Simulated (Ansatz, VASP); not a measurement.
**SiB6: VASP beside Ansatz**

```xyz
7
Lattice="4.1328 0.0000 0.0000 0.0000 4.1328 0.0000 0.0000 0.0000 4.1328" Properties=species:S:1:pos:R:3 pbc="T T T"
Si    0.0000    0.0000    0.0000
B     3.3054    2.0664    2.0664
B     0.8275    2.0664    2.0664
B     2.0664    3.3054    2.0664
B     2.0664    0.8275    2.0664
B     2.0664    2.0664    3.3054
B     2.0664    2.0664    0.8275
```

Alike in both runs: functional PBE; k mesh 10 × 10 × 10; occupations gaussian, width 0.01 eV; no spin polarisation.

Ansatz relaxed the structure, and its values are those at the end. VASP's run is a single point on that final structure, the one shown.

```csv
,VASP,Ansatz
version,VASP 6.6.1,Ansatz 0.2.0
potentials or method,"VASP PAW PBE potentials, release 64 (Si, B)","scalar-relativistic, plane waves, PAW"
plane-wave cutoff (eV),520,420
valence electrons in the cell,22,22
```

|  | VASP | Ansatz | Ansatz less VASP |
| --- | --- | --- | --- |
| gap on the k mesh at the Fermi level (eV) | 0.06 | 0.06 | -0.001 |
| least direct gap on the mesh (eV) | 0.67 | 0.67 | -0.001 |
| pressure (GPa) | 0.0 | 0.0 | -0.03 |
| rms of the force components (eV/Å) | 0.010 | 0.001 | -0.0093 |
